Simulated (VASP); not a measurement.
Computed with PBEsol GGA, VASP's PBE PAW potentials (set 64) (plane waves; VASP 6.6.1).

A VASP calculation is set up with these files.

File POSCAR:
```
Ta2O5
1.0
 -2.6255739927   2.6255739927   4.7931064561
  2.6255739927  -2.6255739927   4.7931064561
  2.6255739927   2.6255739927  -4.7931064561
Ta O
2 5
Cartesian
  0.0000000000  -0.0000000000   1.8870339312
 -0.0000000000   0.0000000000   7.6991789810
  0.0000000000   0.0000000000   0.0000000000
 -1.3127869964   1.3127869964   2.3965532281
  1.3127869964   1.3127869964  -2.3965532281
  1.3127869964  -1.3127869964   2.3965532281
  1.3127869964   1.3127869964   2.3965532281
```

File KPOINTS:
```
K-points
0
Gamma
 7 7 7
0 0 0
```

INCAR:
```
SYSTEM=Ta2O5
ENCUT=520
NEDOS=601   ! DOS grid
LASPH=.True.
LCHARG=.True.
EDIFF=1E-7   ! SCF stop (eV)
LEFG=.True.
LREAL=.False.   ! projection in real space or not
LMAXMIX=6   ! l cut-off of mixed one-centre charges
LWAVE=.False.
ALGO=Normal
ISIF=2   ! forces and stress, cell fixed
GGA=PS
NELM=100
LORBIT=11   ! lm-projected
ISMEAR=-5
PREC=Accurate
```

POTCAR, in this order: Ta_pv O (PBE.64 set). Program: vasp_std.

The resulting files:

File OSZICAR:
```
       N       E                     dE             d eps       ncg     rms          rms(c)
DAV:   1     0.461962461266E+03    0.46196E+03   -0.28364E+04  2544   0.158E+03
DAV:   2    -0.521874254246E+02   -0.51415E+03   -0.50486E+03  3348   0.418E+02
DAV:   3    -0.839685080633E+02   -0.31781E+02   -0.31709E+02  2809   0.109E+02
DAV:   4    -0.845039878152E+02   -0.53548E+00   -0.53437E+00  3055   0.150E+01
DAV:   5    -0.845144184349E+02   -0.10431E-01   -0.10425E-01  2949   0.202E+00    0.538E+01
DAV:   6    -0.705638720086E+02    0.13951E+02   -0.87489E+01  2914   0.563E+01    0.212E+01
DAV:   7    -0.701920041973E+02    0.37187E+00   -0.52964E+00  2872   0.139E+01    0.128E+01
DAV:   8    -0.700744099501E+02    0.11759E+00   -0.39169E-01  3424   0.496E+00    0.660E-01
DAV:   9    -0.700753219277E+02   -0.91198E-03   -0.24507E-02  2944   0.119E+00    0.357E-01
DAV:  10    -0.700803424246E+02   -0.50205E-02   -0.73471E-03  2879   0.520E-01    0.110E-01
DAV:  11    -0.700818842937E+02   -0.15419E-02   -0.13362E-03  3195   0.228E-01    0.607E-02
DAV:  12    -0.700821103943E+02   -0.22610E-03   -0.27754E-04  3223   0.111E-01    0.233E-02
DAV:  13    -0.700822283761E+02   -0.11798E-03   -0.12240E-04  2922   0.782E-02    0.122E-02
DAV:  14    -0.700822339036E+02   -0.55274E-05   -0.12434E-05  3313   0.218E-02    0.580E-03
DAV:  15    -0.700822367841E+02   -0.28806E-05   -0.48938E-06  2909   0.135E-02    0.194E-03
DAV:  16    -0.700822367536E+02    0.30477E-07   -0.21854E-07  2395   0.331E-03
   1 F= -.70082237E+02 E0= -.70082237E+02  d E =0.000000E+00
```

### OUTCAR
```
------------------------ aborting loop because EDIFF is reached ----------------------------------------
  FORCE on cell =-STRESS in cart. coord.  units (eV):
  Direction    XX          YY          ZZ          XY          YZ          ZX
  --------------------------------------------------------------------------------------
  Total        0.0062054      0.0062054      0.0092148      0.0000000      0.0000000      0.0000000
  in kB        0.0752234      0.0752234      0.1117048      0.0000000      0.0000000      0.0000000
  external PRESSURE =       0.0873839 kB  Pullay stress =       0.0000000 kB
  volume of cell :      132.17
      direct lattice vectors                 reciprocal lattice vectors
    -2.625573993  2.625573993  4.793106456     0.000000000  0.190434549  0.104316481
     2.625573993 -2.625573993  4.793106456     0.190434549  0.000000000  0.104316481
     2.625573993  2.625573993 -4.793106456     0.190434549  0.190434549  0.000000000
 POSITION                                       TOTAL-FORCE (eV/Angst)
 -----------------------------------------------------------------------------------
      0.00000      0.00000      1.88703        -0.000000     -0.000000     -0.000671
      0.00000      0.00000      7.69918         0.000000      0.000000      0.000671
      0.00000      0.00000      0.00000        -0.000000     -0.000000     -0.000000
     -1.31279      1.31279      2.39655        -0.000000     -0.000000     -0.000000
      1.31279      1.31279     -2.39655        -0.000000     -0.000000     -0.000000
      1.31279     -1.31279      2.39655        -0.000000     -0.000000     -0.000000
      1.31279      1.31279      2.39655        -0.000000     -0.000000     -0.000000
 -----------------------------------------------------------------------------------
    total drift:                                0.000000      0.000000     -0.000000
  FREE ENERGIE OF THE ION-ELECTRON SYSTEM (eV)
  ---------------------------------------------------
  free  energy   TOTEN  =       -70.0822367536 eV

  energy  without entropy=      -70.0822367536  energy(sigma->0) =      -70.08223675

 total charge

# of ion       s       p       d       tot
------------------------------------------
    1        0.361   6.348   2.229   8.938
    2        0.361   6.348   2.229   8.938
    3        1.560   3.531   0.000   5.091
    4        1.564   3.512   0.000   5.076
    5        1.564   3.512   0.000   5.076
    6        1.564   3.512   0.000   5.076
    7        1.564   3.512   0.000   5.076
--------------------------------------------------
tot          8.539  30.273   4.457  43.270

 Electric field gradients after diagonalization (V/A^2)
 (convention: |V_zz| > |V_xx| > |V_yy|)
----------------------------------------------------------------------
 ion       V_xx      V_yy      V_zz     asymmetry (V_yy - V_xx)/ V_zz
----------------------------------------------------------------------
   1    -206.486  -206.485   412.970       0.000
   2    -206.486  -206.485   412.970       0.000
   3     -19.418   -19.410    38.828       0.000
   4      47.423     1.530   -48.954       0.937
   5      47.433     1.529   -48.962       0.938
   6      47.423     1.530   -48.954       0.937
   7      47.427     1.534   -48.961       0.937
```
(Selected blocks of OUTCAR.)

The structure comes from a computed database's Ta2O5 entry (I4/mmm); how it stands against other phases isn't given here. It was relaxed first.
